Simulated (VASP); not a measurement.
Ti:

```xyz
2
Lattice="2.9500 0.0000 0.0000 -1.4750 2.5548 0.0000 0.0000 0.0000 4.6800" Properties=species:S:1:pos:R:3 pbc="T T T"
Ti    0.0000    1.7032    1.1700
Ti    1.4750    0.8516    3.5100
```

| Item | Value |
| --- | --- |
| Program | VASP 6.6.1 |
| Task | relaxation of cell and atoms |
| Functional | PBEsol |
| Potentials or basis | VASP PAW PBE potentials, release 64 (Ti_sv) |
| Cutoff | 600 eV |
| k mesh | 15 × 15 × 8 |
| Occupations | methfessel-paxton, width 0.1 eV |
| Spin | no spin polarisation |

At the start: pressure -5.9 GPa; volume 17.64 Å³/atom.

Where does the relaxation end?

Over 7 steps the energy falls by 18.6 meV/atom and the volume is 16.68 Å³/atom (-5.4 %); space group P6_3/mmc (No. 194, to 0.05 Å).

Step by step:
```tsv
step	energy change (eV)	largest force (eV/Å)	pressure (GPa)	volume (Å³)
1	0.0000	0.0000	-5.93	35.27
2	-0.0166	0.0000	5.09	32.04
3	-0.0370	0.0000	-0.01	33.37
4	-0.0370	0.0000	0.11	33.33
5	-0.0371	0.0000	-0.02	33.38
6	-0.0371	0.0000	-0.15	33.41
7	-0.0371	0.0000	-0.04	33.37
```

Final structure:
```cif
data_structure
_symmetry_space_group_name_H-M 'P 1'
_symmetry_Int_Tables_number 1
_cell_length_a 2.9021
_cell_length_b 2.9021
_cell_length_c 4.5750
_cell_angle_alpha 90.000
_cell_angle_beta 90.000
_cell_angle_gamma 120.000
_cell_volume 33.37
loop_
_atom_site_label
_atom_site_type_symbol
_atom_site_fract_x
_atom_site_fract_y
_atom_site_fract_z
_atom_site_occupancy
Ti1 Ti 0.33333 0.66667 0.25000 1
Ti2 Ti 0.66667 0.33333 0.75000 1
```

Caveat: the PAW data sets were made with another functional, which shifts forces and pressure a little.
